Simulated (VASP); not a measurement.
Output of a VASP run:

File OSZICAR:
```
...
DAV:   6    -0.144218332306E+02    0.28542E-05   -0.88735E-06  4673   0.727E-02    0.316E-03
DAV:   7    -0.144218333512E+02   -0.12059E-06   -0.40383E-06  5029   0.230E-02
   7 F= -.14421833E+02 E0= -.14421950E+02  d E =-.196739E-02
       N       E                     dE             d eps       ncg     rms          rms(c)
DAV:   1    -0.145241992615E+02   -0.10237E+00   -0.18912E+00  6252   0.996E+00    0.194E+00
DAV:   2    -0.144579047902E+02    0.66294E-01   -0.10540E-01  5544   0.550E+00    0.118E+00
DAV:   3    -0.144188063296E+02    0.39098E-01   -0.59206E-02  6707   0.369E+00    0.917E-02
DAV:   4    -0.144207111624E+02   -0.19048E-02   -0.22379E-02  5446   0.161E+00    0.725E-02
DAV:   5    -0.144206575506E+02    0.53612E-04   -0.96511E-04  7152   0.270E-01    0.359E-02
DAV:   6    -0.144206389676E+02    0.18583E-04   -0.49686E-05  6938   0.152E-01    0.619E-03
DAV:   7    -0.144206396857E+02   -0.71810E-06   -0.19740E-05  6276   0.528E-02    0.259E-03
DAV:   8    -0.144206395400E+02    0.14568E-06   -0.14076E-06  3512   0.143E-02
   8 F= -.14420640E+02 E0= -.14420657E+02  d E =-.773578E-03
       N       E                     dE             d eps       ncg     rms          rms(c)
DAV:   1    -0.144640935031E+02   -0.43454E-01   -0.76908E-01  6253   0.642E+00    0.124E+00
DAV:   2    -0.144373071988E+02    0.26786E-01   -0.45852E-02  5537   0.368E+00    0.750E-01
DAV:   3    -0.144213847189E+02    0.15922E-01   -0.23001E-02  6591   0.229E+00    0.531E-02
DAV:   4    -0.144221880376E+02   -0.80332E-03   -0.89618E-03  5418   0.101E+00    0.454E-02
DAV:   5    -0.144221686531E+02    0.19384E-04   -0.35805E-04  7611   0.156E-01    0.244E-02
DAV:   6    -0.144221601867E+02    0.84664E-05   -0.15292E-05  5613   0.105E-01    0.264E-03
DAV:   7    -0.144221606187E+02   -0.43201E-06   -0.72501E-06  5949   0.290E-02
   9 F= -.14422161E+02 E0= -.14422219E+02  d E =-.229466E-02
       N       E                     dE             d eps       ncg     rms          rms(c)
DAV:   1    -0.144488949336E+02   -0.26735E-01   -0.45392E-01  6020   0.838E+00    0.101E+00
DAV:   2    -0.144278887726E+02    0.21006E-01   -0.68807E-02  6251   0.372E+00    0.454E-01
DAV:   3    -0.144222851444E+02    0.56036E-02   -0.67399E-03  6513   0.104E+00    0.114E-01
DAV:   4    -0.144216942912E+02    0.59085E-03   -0.20234E-03  5551   0.457E-01    0.159E-02
DAV:   5    -0.144217091762E+02   -0.14885E-04   -0.25474E-04  6211   0.189E-01    0.725E-03
DAV:   6    -0.144217061677E+02    0.30086E-05   -0.44637E-05  6328   0.810E-02    0.244E-03
DAV:   7    -0.144217060523E+02    0.11535E-06   -0.29880E-06  4679   0.151E-02
  10 F= -.14421706E+02 E0= -.14421781E+02  d E =0.454566E-03
       N       E                     dE             d eps       ncg     rms          rms(c)
DAV:   1    -0.144352909639E+02   -0.13585E-01   -0.22273E-01  6034   0.596E+00    0.699E-01
DAV:   2    -0.144252141934E+02    0.10077E-01   -0.32824E-02  6286   0.254E+00    0.316E-01
DAV:   3    -0.144224762224E+02    0.27380E-02   -0.34086E-03  6449   0.745E-01    0.770E-02
DAV:   4    -0.144221974002E+02    0.27882E-03   -0.10125E-03  5499   0.329E-01    0.118E-02
DAV:   5    -0.144222045804E+02   -0.71803E-05   -0.13136E-04  6185   0.136E-01    0.539E-03
DAV:   6    -0.144222029655E+02    0.16149E-05   -0.23029E-05  6236   0.578E-02    0.160E-03
DAV:   7    -0.144222028804E+02    0.85196E-07   -0.11864E-06  3261   0.108E-02
  11 F= -.14422203E+02 E0= -.14422271E+02  d E =-.422616E-04
```

### OUTCAR
```
------------------------ aborting loop because EDIFF is reached ----------------------------------------
  FORCE on cell =-STRESS in cart. coord.  units (eV):
  Direction    XX          YY          ZZ          XY          YZ          ZX
  --------------------------------------------------------------------------------------
  Total       -0.0530952      0.0337484      0.0097108      0.0000000      0.0000000      0.0000000
  in kB       -1.1569449      0.7353777      0.2115990      0.0000000      0.0000000      0.0000000
  external PRESSURE =      -0.0699894 kB  Pullay stress =       0.0000000 kB
  volume of cell :       73.53
      direct lattice vectors                 reciprocal lattice vectors
     2.213753104 -3.748029599 -0.000000000     0.225860779 -0.133403429 -0.000000000
     2.213753104  3.748029599  0.000000000     0.225860779  0.133403429  0.000000000
     0.000000000 -0.000000000  4.430891999     0.000000000 -0.000000000  0.225688191
 POSITION                                       TOTAL-FORCE (eV/Angst)
 -----------------------------------------------------------------------------------
      2.21375      2.58143      4.05718         0.000000      0.011631     -0.014744
      2.21375      1.16660      1.84173         0.000000     -0.011631     -0.014744
      2.21375     -1.16660      2.58916         0.000000      0.011631      0.014744
      2.21375     -2.58143      0.37371         0.000000     -0.011631      0.014744
 -----------------------------------------------------------------------------------
    total drift:                               -0.000000     -0.000000     -0.000000
  FREE ENERGIE OF THE ION-ELECTRON SYSTEM (eV)
  ---------------------------------------------------
  free  energy   TOTEN  =       -14.4222028804 eV

  energy  without entropy=      -14.4224063702  energy(sigma->0) =      -14.42227071

 reached required accuracy - stopping structural energy minimisation
```
(Selected blocks of OUTCAR.)

**POSCAR**
```
Ga
1
    2.1766783641    -3.7438648475     0.0000000000
    2.1766783641     3.7438648475    -0.0000000000
    0.0000000000     0.0000000000     4.4759430736
Ga
4
Direct
  0.1557656950   0.8442343050   0.9163289893
  0.3442343050   0.6557656950   0.4163289893
  0.6557656950   0.3442343050   0.5836710107
  0.8442343050   0.1557656950   0.0836710107
```

Q: Reconstruct the remaining input files.

A: Several could match; the one computed here: the input of the run itself, LDA (Ceperley-Alder, Perdew-Zunger), plane waves, VASP's LDA PAW potentials (set 64).

**KPOINTS**
```
Automatic
0
Gamma
 8 8 7
```

**INCAR**
```
SYSTEM = Ga
PREC = Accurate
ENCUT = 500
EDIFF = 1E-6
NELM = 100
ALGO = Normal
LREAL = .FALSE.
LASPH = .TRUE.
ISMEAR = 1
SIGMA = 0.1
LMAXMIX = 4
LWAVE = .FALSE.
LCHARG = .FALSE.
IBRION = 2
ISIF = 3
NSW = 40
EDIFFG = -0.02
```

POTCAR, in this order: Ga_d (LDA.64 set). Program: vasp_std.

The compound is Ga in the alpha structure. This run relaxes it. Symmetry was kept, so distortions that lower it aren't found.
